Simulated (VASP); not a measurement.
```yaml
crystal:
  lattice:
    - [0.00000, 3.29151, 3.29151]
    - [3.29151, 0.00000, 3.29151]
    - [3.29151, 3.29151, 0.00000]
  atoms:
    - { symbol: Ni, position: [0.00000, 0.00000, 0.00000], spin: 2.0 }
    - { symbol: I, position: [0.25000, 0.25000, 0.25000] }
    - { symbol: I, position: [0.75000, 0.75000, 0.75000] }
```

All values below come from PBE GGA, VASP's PBE PAW potentials (set 64) (plane waves; VASP). Settings: 300 eV cut-off, 5×5×5 Γ-centred mesh, Fermi-Dirac smearing of 0.14 eV, potentials Ni I.

**Question.** Give the spin-up energies of bands 3 to 16 at the high-symmetry points, in eV from the Fermi level.

**Answer.** 
| band | Γ | X | U | L | W |
|---|---|---|---|---|---|
| 3 | -5.31 | -7.61 | -7.30 | -4.74 | -7.21 |
| 4 | -5.31 | -6.01 | -5.80 | -4.43 | -6.68 |
| 5 | -5.31 | -6.01 | -5.63 | -4.43 | -4.04 |
| 6 | -1.76 | -2.50 | -2.90 | -4.01 | -4.04 |
| 7 | -1.76 | -2.50 | -2.58 | -4.01 | -2.45 |
| 8 | -1.55 | -1.89 | -1.70 | -3.76 | -1.66 |
| 9 | -1.55 | -1.61 | -1.58 | -1.74 | -1.52 |
| 10 | -1.55 | -1.51 | -1.39 | -1.74 | -1.27 |
| 11 | -0.74 | 0.53 | -0.89 | -1.49 | -1.27 |
| 12 | -0.74 | 0.53 | -0.10 | -0.60 | 0.09 |
| 13 | -0.74 | 0.53 | 0.53 | -0.60 | 0.91 |
| 14 | 2.06 | 0.85 | 1.78 | 3.91 | 2.21 |
| 15 | 2.42 | 5.72 | 5.13 | 5.71 | 3.70 |
| 16 | 2.42 | 6.33 | 6.19 | 5.71 | 6.70 |

**Question.** Give the spin-down energies of bands 3 to 16 at the high-symmetry points, in eV from the Fermi level.

**Answer.** 
```tsv
band	Γ	X	U	L	W
3	-5.17	-7.55	-7.23	-4.66	-7.15
4	-5.17	-5.94	-5.72	-4.26	-6.61
5	-5.17	-5.94	-5.55	-4.26	-3.91
6	-1.47	-2.06	-2.57	-3.93	-3.91
7	-1.47	-2.06	-2.24	-3.93	-2.00
8	-1.47	-1.63	-1.35	-3.67	-1.34
9	-1.44	-1.27	-1.25	-1.34	-1.20
10	-1.44	-0.86	-0.80	-1.34	-0.68
11	-0.13	0.64	-0.60	-0.86	-0.68
12	-0.13	0.84	0.31	-0.10	0.20
13	-0.13	0.84	0.74	-0.10	1.19
14	2.13	1.00	1.89	4.02	2.31
15	2.45	5.74	5.20	5.75	3.77
16	2.45	6.39	6.25	5.75	6.75
```

It has no gap at this level: it comes out as a metal or semimetal.

The structure was generated: NiI2 was put into an ordered model structure, which need not be its known phase. The cell was not relaxed at this level. The k-mesh is coarse (spacing up to 0.33 per Å, 2π included), so the numbers may not be converged in it.
